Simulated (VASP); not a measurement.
OSZICAR of a VASP run on Rb (bcc):

### OSZICAR
```
       N       E                     dE             d eps       ncg     rms          rms(c)
DAV:   1     0.474065356718E+02    0.47407E+02   -0.33554E+03   464   0.826E+02
DAV:   2     0.122987892855E+01   -0.46177E+02   -0.46023E+02   520   0.141E+02
DAV:   3    -0.987014235498E+00   -0.22169E+01   -0.22164E+01   640   0.375E+01
DAV:   4    -0.103557990025E+01   -0.48566E-01   -0.48451E-01   760   0.470E+00
DAV:   5    -0.103602924829E+01   -0.44935E-03   -0.44934E-03   672   0.289E-01    0.122E+00
DAV:   6    -0.103538409690E+01    0.64515E-03   -0.17430E-03   704   0.273E-01    0.731E-01
DAV:   7    -0.103535803046E+01    0.26066E-04   -0.28381E-03   696   0.340E-01    0.451E-02
DAV:   8    -0.103539575127E+01   -0.37721E-04   -0.11531E-04   648   0.103E-01    0.131E-02
DAV:   9    -0.103539958592E+01   -0.38346E-05   -0.56826E-06   768   0.174E-02    0.363E-03
DAV:  10    -0.103539973983E+01   -0.15392E-06   -0.17673E-06   512   0.842E-03
   1 F= -.10353997E+01 E0= -.10348991E+01  d E =-.103540E+01
       N       E                     dE             d eps       ncg     rms          rms(c)
DAV:   1    -0.110088148847E+01   -0.65482E-01   -0.13984E+00   464   0.891E+00    0.111E+00
DAV:   2    -0.105479659789E+01    0.46085E-01   -0.11354E-01   464   0.283E+00    0.536E-01
DAV:   3    -0.104140737173E+01    0.13389E-01   -0.72373E-02   696   0.170E+00    0.101E-01
DAV:   4    -0.104164258661E+01   -0.23521E-03   -0.14535E-03   536   0.358E-01    0.559E-02
DAV:   5    -0.104190127825E+01   -0.25869E-03   -0.28887E-04   760   0.174E-01    0.375E-02
DAV:   6    -0.104190108116E+01    0.19709E-06   -0.17627E-05   824   0.475E-02    0.827E-03
DAV:   7    -0.104190446778E+01   -0.33866E-05   -0.42570E-06   672   0.241E-02    0.287E-04
DAV:   8    -0.104190447323E+01   -0.54520E-08   -0.46662E-08   288   0.156E-03
   2 F= -.10419045E+01 E0= -.10413883E+01  d E =-.650473E-02
       N       E                     dE             d eps       ncg     rms          rms(c)
DAV:   1    -0.138168724747E+01   -0.33978E+00   -0.77571E+00   472   0.211E+01    0.264E+00
DAV:   2    -0.111773838954E+01    0.26395E+00   -0.62138E-01   464   0.670E+00    0.124E+00
DAV:   3    -0.104807119342E+01    0.69667E-01   -0.38376E-01   696   0.390E+00    0.218E-01
DAV:   4    -0.104957599435E+01   -0.15048E-02   -0.71522E-03   512   0.831E-01    0.123E-01
DAV:   5    -0.105111093760E+01   -0.15349E-02   -0.22571E-03   720   0.467E-01    0.879E-02
DAV:   6    -0.105111043722E+01    0.50037E-06   -0.11193E-05   600   0.316E-02    0.955E-02
DAV:   7    -0.105110713882E+01    0.32984E-05   -0.23735E-06   576   0.202E-02    0.531E-03
DAV:   8    -0.105110699618E+01    0.14265E-06   -0.20818E-07   272   0.391E-03
   3 F= -.10511070E+01 E0= -.10505343E+01  d E =-.157073E-01
       N       E                     dE             d eps       ncg     rms          rms(c)
DAV:   1    -0.113329193992E+01   -0.82185E-01   -0.19186E+00   472   0.105E+01    0.130E+00
DAV:   2    -0.106955915484E+01    0.63733E-01   -0.15661E-01   464   0.333E+00    0.626E-01
DAV:   3    -0.105157562883E+01    0.17984E-01   -0.99157E-02   688   0.199E+00    0.119E-01
DAV:   4    -0.105191097598E+01   -0.33535E-03   -0.20299E-03   536   0.433E-01    0.644E-02
DAV:   5    -0.105228551046E+01   -0.37453E-03   -0.54292E-04   736   0.237E-01    0.447E-02
DAV:   6    -0.105228038580E+01    0.51247E-05   -0.63706E-06   656   0.298E-02    0.235E-02
DAV:   7    -0.105228474011E+01   -0.43543E-05   -0.78887E-06   704   0.293E-02    0.365E-04
DAV:   8    -0.105228475028E+01   -0.10168E-07   -0.24882E-08   272   0.192E-03
   4 F= -.10522848E+01 E0= -.10516686E+01  d E =-.168850E-01
```

Problem. Which electronic solver shows in the log?

Solution. It is blocked Davidson (ALGO = Normal, or the opening steps of other solvers). The INCAR had ALGO = Normal.

Problem. Can the final energy be trusted as converged?

Solution. The run converged. It stopped with EDIFF = 1E-6, NELM = 100, NSW = 60 and EDIFFG = -0.01 after 4 ionic steps (LDA (Ceperley-Alder, Perdew-Zunger), plane waves, VASP's LDA PAW potentials (set 64)). Energy and stress use the plane-wave basis of the starting cell.

The compound is Rb in the bcc structure. This run relaxes it. Symmetry was kept, so distortions that lower it aren't found.
